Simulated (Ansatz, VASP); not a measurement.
# CsBa3 in VASP and in Ansatz

Contents of INCAR:

```
SYSTEM = CsBa3
ALGO = Normal ; EDIFF = 1E-7
ENCUT = 520 ; GGA = PE
ISIF = 2 ; ISMEAR = -1
LASPH = .True. ; LCHARG = .False.
LREAL = .False. ; LWAVE = .False.
NBANDS = 28 ; NELM = 60
PREC = Accurate ; SIGMA = 0.05
```

KPOINTS

```
k-points
0
Gamma
  4 4 4
  0 0 0
```

File POSCAR:

```
CsBa3
1.0
    6.6912805850      0.0000000000      0.0000000000
    0.0000000000      6.6912805850      0.0000000000
    0.0000000000      0.0000000000      6.6912805850
Ba Cs
3 1
Direct
    0.5000000000      0.5000000000      0.0000000000
    0.5000000000      0.0000000000      0.5000000000
    0.0000000000      0.5000000000      0.5000000000
    0.0000000000      0.0000000000      0.0000000000
```

File input.yaml:

```yaml
crystal:
  lattice:
    - [6.691280585, 0.0, 0.0]
    - [0.0, 6.691280585, 0.0]
    - [0.0, 0.0, 6.691280585]
  atoms:
    - { symbol: Ba, position: [0.5, 0.5, 0.0] }
    - { symbol: Ba, position: [0.5, 0.0, 0.5] }
    - { symbol: Ba, position: [0.0, 0.5, 0.5] }
    - { symbol: Cs, position: [0.0, 0.0, 0.0] }
hamiltonian:
  xc: pbe
  pseudopotentials: { kind: paw }
kpoints:
  mp_grid: { grid: [4, 4, 4] }
scf:
  occupations: { method: fermi_dirac, width: 0.05 }
output:
  forces: true
  stress: true
  eigenvalues: true
```

Change from the starting cell: volume scaled by 1.04.

Alike in both runs: task single point; functional PBE; k mesh 4 × 4 × 4; occupations fermi-dirac, width 0.05 eV; no spin polarisation.

|  | VASP | Ansatz |
| --- | --- | --- |
| version | VASP 6.6.1 | Ansatz 0.2.0 |
| potentials or method | VASP PAW PBE potentials, release 64 (Ba_sv, Cs_sv) | Ansatz PAW |
| plane-wave cutoff (eV) | 520 | 420 |
| valence electrons in the cell | 39 | 39 |

|  | VASP | Ansatz | Ansatz less VASP |
| --- | --- | --- | --- |
| gap on the k mesh at the Fermi level (eV) | none | none | - |
| pressure (GPa) | -0.3 | -0.3 | -0.01 |

A gap of «none» marks a metal or a gap that the smearing closes.

Spin-orbit coupling is left out, which matters for the levels of Ba, Cs.
